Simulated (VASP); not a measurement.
Computed with PBE GGA with D3 dispersion (Becke-Johnson damping), VASP's PBE PAW potentials (set 64) (plane waves; VASP 6.6.1). For the first row: Numerical set-up: 520 eV cut-off, 9×9×9 Γ-centred mesh, Gaussian smearing of 0.050 eV, potentials Li_sv Cl.

```json
[
 {"system": "LiCl (rock salt)", "energy (eV/atom)": "-3.9236"},
 {"system": "Li atom", "energy (eV/atom)": "-0.3012"},
 {"system": "Cl atom", "energy (eV/atom)": "-0.3707"}
]
```

Atoms are spin-polarised in a large box without symmetry, with the spin fixed by Hund's rule, and may not be in the lowest state of each functional; no zero-point energy is added.

What is the cohesive energy per atom of LiCl?

The references average (1×(-0.3012) + 1×(-0.3707))/2 = -0.3359 eV, so the cohesive energy is -0.3359 − (-3.9236) = 3.588 eV/atom. Measured: 3.590 eV/atom at 0 K (as given by Daniel Mejia-Rodriguez et al., Physical Review B (2018), arXiv:1807.09216; static lattice: zero-point vibration energy added).
